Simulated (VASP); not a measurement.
Method: LDA (Ceperley-Alder, Perdew-Zunger), VASP's LDA PAW potentials (set 64) (plane waves; VASP).

VASP input:

**KPOINTS**
```
Automatic mesh
0
Gamma
7 7 7
0 0 0
```

### INCAR
```
SYSTEM = Ba2NF
PREC = Accurate
ENCUT = 520
EDIFF = 1E-7
NELM = 100
ALGO = Normal
LREAL = .FALSE.
LASPH = .TRUE.
ISMEAR = -5
LMAXMIX = 4
LWAVE = .FALSE.
LCHARG = .TRUE.
LORBIT = 11
NEDOS = 601
ISIF = 2
LEFG = .TRUE.
```

**POSCAR**
```
Ba2NF
13.0287890
  0.1511468560   0.0872646438   0.4999999950
 -0.1511468560   0.0872646438   0.4999999950
  0.0000000000  -0.1745293610   0.4999999947
Ba N F
2 1 1
direct
  0.7564953591   0.7564953591   0.7564953591
  0.2435046409   0.2435046409   0.2435046409
  0.5000000000   0.5000000000   0.5000000000
  0.0000000000   0.0000000000   0.0000000000
```

POTCAR, in this order: Ba_sv N F (LDA.64 set). Program: vasp_std.

The resulting files:

OUTCAR:
```
 ion  position               nearest neighbor table
   1  0.756  0.756  0.756-   3 2.73   3 2.73   3 2.73   4 2.87   4 2.87   4 2.87   2 3.77   2 3.77
                             2 3.77   2 4.18   2 4.18   2 4.18
   2  0.244  0.244  0.244-   3 2.73   3 2.73   3 2.73   4 2.87   4 2.87   4 2.87   1 3.77   1 3.77
                             1 3.77   1 4.18   1 4.18   1 4.18
   3  0.500  0.500  0.500-   2 2.73   1 2.73   2 2.73   2 2.73   1 2.73   1 2.73
   4  0.000  0.000  0.000-   1 2.87   2 2.87   1 2.87   1 2.87   2 2.87   2 2.87
  LATTYP: Found a trigonal (rhomboedric) cell.
 ALAT       =     6.8998538419
 COS(alpha) =     0.8370866965
 Subroutine PRICEL returns:
 Original cell was already a primitive cell.
 Subroutine GETGRP returns: Found 12 space group operations
The static configuration has the point symmetry D_3d.
The dynamic configuration has the point symmetry D_3d.
 Subroutine INISYM returns: Found 12 space group operations
 Subroutine IBZKPT returns following result:
 Found     44 irreducible k-points:

 Following reciprocal coordinates:
            Coordinates               Weight
  0.000000  0.000000  0.000000      1.000000
  0.142857  0.000000 -0.000000      6.000000
  0.285714  0.000000 -0.000000      6.000000
  0.428571 -0.000000  0.000000      6.000000
  0.142857  0.142857 -0.000000      6.000000
  0.285714  0.142857  0.000000     12.000000
  0.428571  0.142857 -0.000000     12.000000
 -0.428571  0.142857  0.000000     12.000000
 -0.285714  0.142857 -0.000000     12.000000
 -0.142857  0.142857  0.000000      6.000000
  0.285714  0.285714 -0.000000      6.000000
  0.428571  0.285714  0.000000     12.000000
 -0.428571  0.285714  0.000000     12.000000
 -0.285714  0.285714  0.000000      6.000000
  0.428571  0.428571  0.000000      6.000000
 -0.428571  0.428571  0.000000      6.000000
  0.142857  0.142857  0.142857      2.000000
  0.285714  0.142857  0.142857      6.000000
  0.428571  0.142857  0.142857      6.000000
 -0.428571  0.142857  0.142857      6.000000
 -0.285714  0.142857  0.142857      6.000000
 -0.142857  0.142857  0.142857      6.000000
  0.285714  0.285714  0.142857      6.000000
  0.428571  0.285714  0.142857     12.000000
 -0.428571  0.285714  0.142857     12.000000
 -0.285714  0.285714  0.142857     12.000000
 -0.142857  0.285714  0.142857     12.000000
  0.428571  0.428571  0.142857      6.000000
 -0.428571  0.428571  0.142857     12.000000
 -0.285714  0.428571  0.142857     12.000000
 -0.142857  0.428571  0.142857     12.000000
 -0.428571 -0.428571  0.142857      6.000000
 -0.285714 -0.428571  0.142857     12.000000
 -0.285714 -0.285714  0.142857      6.000000
  0.285714  0.285714  0.285714      2.000000
  0.428571  0.285714  0.285714      6.000000
 -0.428571  0.285714  0.285714      6.000000
 -0.285714  0.285714  0.285714      6.000000
  0.428571  0.428571  0.285714      6.000000
 -0.428571  0.428571  0.285714     12.000000
   k-points           NKPTS =     44   k-points in BZ     NKDIM =     44   number of bands    NBANDS=     20
   number of dos      NEDOS =    601   number of ions     NIONS =      4
   total plane-waves  NPLWV = 157464
   dimension x,y,z NGX =    54 NGY =   54 NGZ =   54
   dimension x,y,z NGXF=   108 NGYF=  108 NGZF=  108
   ions per type =               2   1   1
   PREC   = accura    normal or accurate (medium, high low for compatibility)
   ISTART =      0    job   : 0-new  1-cont  2-samecut
   ICHARG =      2    charge: 1-file 2-atom 10-const
   ISPIN  =      1    spin polarized calculation?
   LNONCOLLINEAR =      F non collinear calculations
   LSORBIT =      F    spin-orbit coupling
   INIWAV =      1    electr: 0-lowe 1-rand  2-diag
   ENCUT  =  520.0 eV  38.22 Ry    6.18 a.u.  12.83 12.83 12.83*2*pi/ulx,y,z
...
```

### OSZICAR
```
       N       E                     dE             d eps       ncg     rms          rms(c)
DAV:   1     0.204805125718E+03    0.20481E+03   -0.15183E+04  1760   0.145E+03
DAV:   2    -0.170858609706E+02   -0.22189E+03   -0.21247E+03  2732   0.281E+02
DAV:   3    -0.283331729867E+02   -0.11247E+02   -0.11163E+02  2192   0.681E+01
DAV:   4    -0.286716863671E+02   -0.33851E+00   -0.33810E+00  2688   0.968E+00
DAV:   5    -0.286759700708E+02   -0.42837E-02   -0.42832E-02  2108   0.105E+00    0.130E+01
DAV:   6    -0.237350257425E+02    0.49409E+01   -0.39300E+01  1852   0.311E+01    0.886E+00
DAV:   7    -0.232541254875E+02    0.48090E+00   -0.44900E+00  2036   0.109E+01    0.356E+00
DAV:   8    -0.231365465236E+02    0.11758E+00   -0.51668E-01  2052   0.426E+00    0.124E+00
DAV:   9    -0.231238307720E+02    0.12716E-01   -0.58613E-02  2448   0.136E+00    0.582E-01
DAV:  10    -0.231258443885E+02   -0.20136E-02   -0.15289E-02  2056   0.683E-01    0.296E-01
DAV:  11    -0.231246653282E+02    0.11791E-02   -0.30422E-03  2128   0.293E-01    0.111E-01
DAV:  12    -0.231244703853E+02    0.19494E-03   -0.17810E-03  2392   0.182E-01    0.156E-02
DAV:  13    -0.231244745692E+02   -0.41838E-05   -0.83327E-05  2364   0.566E-02    0.220E-02
DAV:  14    -0.231244757982E+02   -0.12291E-05   -0.40607E-06  2448   0.122E-02    0.145E-02
DAV:  15    -0.231244736665E+02    0.21317E-05   -0.72574E-06  2088   0.131E-02    0.262E-03
DAV:  16    -0.231244736037E+02    0.62821E-07   -0.13908E-06  2428   0.487E-03    0.109E-03
DAV:  17    -0.231244736034E+02    0.26375E-09   -0.27253E-08  1220   0.106E-03
   1 F= -.23124474E+02 E0= -.23124474E+02  d E =0.000000E+00
```

File OUTCAR:
```
------------------------ aborting loop because EDIFF is reached ----------------------------------------
  FORCE on cell =-STRESS in cart. coord.  units (eV):
  Direction    XX          YY          ZZ          XY          YZ          ZX
  --------------------------------------------------------------------------------------
  Total       -0.0086623     -0.0086623      0.0095435      0.0000000     -0.0000000      0.0000000
  in kB       -0.1585896     -0.1585895      0.1747218      0.0000000     -0.0000000      0.0000000
  external PRESSURE =      -0.0474858 kB  Pullay stress =       0.0000000 kB
  volume of cell :       87.51
      direct lattice vectors                 reciprocal lattice vectors
     1.969260495  1.136952632  6.514394435     0.253902417  0.146590645  0.051168744
    -1.969260495  1.136952632  6.514394435    -0.253902417  0.146590645  0.051168744
     0.000000000 -2.273906219  6.514394431     0.000000000 -0.293181291  0.051168722
 POSITION                                       TOTAL-FORCE (eV/Angst)
 -----------------------------------------------------------------------------------
      0.00000     -0.00000     14.78433         0.000000      0.000000     -0.017669
      0.00000     -0.00000      4.75886         0.000000     -0.000000      0.017669
      0.00000     -0.00000      9.77159        -0.000000      0.000000      0.000000
      0.00000      0.00000      0.00000         0.000000      0.000000     -0.000000
 -----------------------------------------------------------------------------------
    total drift:                               -0.000000     -0.000000      0.000000
  FREE ENERGIE OF THE ION-ELECTRON SYSTEM (eV)
  ---------------------------------------------------
  free  energy   TOTEN  =       -23.1244736034 eV

  energy  without entropy=      -23.1244736034  energy(sigma->0) =      -23.12447360

 total charge

# of ion       s       p       d       tot
------------------------------------------
    1        2.029   5.580   0.428   8.037
    2        2.029   5.580   0.428   8.037
    3        1.246   2.288   0.000   3.534
    4        1.728   4.318   0.000   6.045
--------------------------------------------------
tot          7.032  17.766   0.856  25.654

 Electric field gradients after diagonalization (V/A^2)
 (convention: |V_zz| > |V_xx| > |V_yy|)
----------------------------------------------------------------------
 ion       V_xx      V_yy      V_zz     asymmetry (V_yy - V_xx)/ V_zz
----------------------------------------------------------------------
   1     -21.478   -21.476    42.954       0.000
   2     -21.478   -21.476    42.954       0.000
   3      -2.172    -2.172     4.345       0.000
   4       2.148     2.148    -4.297       0.000
```
(Selected blocks of OUTCAR.)

OUTCAR:
```
 val. band max:        2.5892703941   @ k =  -0.4286   0.4286   0.0000

 cond. band min:       3.4230115733   @ k =  -0.4286  -0.4286   0.1429


 Fermi energy:         2.5995220436

 k-point     1 :       0.0000    0.0000    0.0000
  band No.  band energies     occupation
      1     -24.2101      2.00000
      2     -23.9238      2.00000
      3     -20.6803      2.00000
      4     -10.7213      2.00000
      5      -8.8571      2.00000
      6      -8.8571      2.00000
      7      -8.7920      2.00000
      8      -8.7357      2.00000
      9      -8.7357      2.00000
     10      -6.8593      2.00000
     11      -2.8720      2.00000
     12      -2.7850      2.00000
     13      -2.7850      2.00000
     14       1.4336      2.00000
     15       2.1791      2.00000
     16       2.1791      2.00000
     17       4.4135      0.00000
     18       5.9713      0.00000
     19       6.0851      0.00000
     20       6.0851      0.00000

 k-point     2 :       0.1429    0.0000   -0.0000
  band No.  band energies     occupation
      1     -24.1638      2.00000
      2     -23.9080      2.00000
      3     -20.6902      2.00000
      4     -10.6924      2.00000
      5      -9.1887      2.00000
      6      -8.9683      2.00000
      7      -8.9233      2.00000
      8      -8.8026      2.00000
      9      -8.7914      2.00000
     10      -6.7793      2.00000
     11      -2.8137      2.00000
     12      -2.7646      2.00000
     13      -2.7495      2.00000
     14       1.6398      2.00000
     15       1.9836      2.00000
     16       2.2377      2.00000
     17       5.0431      0.00000
     18       5.5219      0.00000
     19       6.3655      0.00000
     20       6.5449      0.00000

 k-point     3 :       0.2857    0.0000   -0.0000
  band No.  band energies     occupation
      1     -24.0512      2.00000
      2     -23.8767      2.00000
      3     -20.7166      2.00000
      4     -10.6580      2.00000
      5      -9.7754      2.00000
...
```

Unless said otherwise, spin-orbit coupling is left out, though it shifts the bands of the heavy elements here.

The structure comes from a computed database's Ba2NF entry (R-3m); how it stands against other phases isn't given here. It was relaxed first, which changed the volume by -6 %.
